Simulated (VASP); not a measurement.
```
CELL_PARAMETERS angstrom
      4.79579     0.00000     0.00000
      0.00000     4.79579     0.00000
      0.00000     0.00000     3.23520
ATOMIC_POSITIONS crystal
  Sn 0.00000 0.00000 0.00000
  Sn 0.50000 0.50000 0.50000
  O  0.30624 0.30624 0.00000
  O  0.80624 0.19376 0.50000
  O  0.19376 0.80624 0.50000
  O  0.69376 0.69376 0.00000
```

These are PBE GGA with D3 dispersion (Becke-Johnson damping), VASP's PBE PAW potentials (set 64) (plane waves; VASP) values and carry that method's errors. Settings: 520 eV cut-off, 5×5×8 Γ-centred mesh, tetrahedra with Blöchl corrections, potentials Sn_d O.

The cores are frozen, which limits the accuracy of field gradients.

### Question
Give the principal components of the electric field gradient (V/Å²) and the asymmetry η at each nucleus.

### Answer

| atom | Vxx | Vyy | Vzz | η |
|---|---|---|---|---|
| Sn1 | -49.5 | -3.2 | 52.6 | 0.88 |
| Sn2 | -49.5 | -3.2 | 52.6 | 0.88 |
| O3 | 62.6 | 48.7 | -111.3 | 0.12 |
| O4 | 62.6 | 48.7 | -111.3 | 0.12 |
| O5 | 62.6 | 48.7 | -111.3 | 0.12 |
| O6 | 62.6 | 48.7 | -111.3 | 0.12 |

The compound is SnO2 in the rutile structure. It was relaxed first.
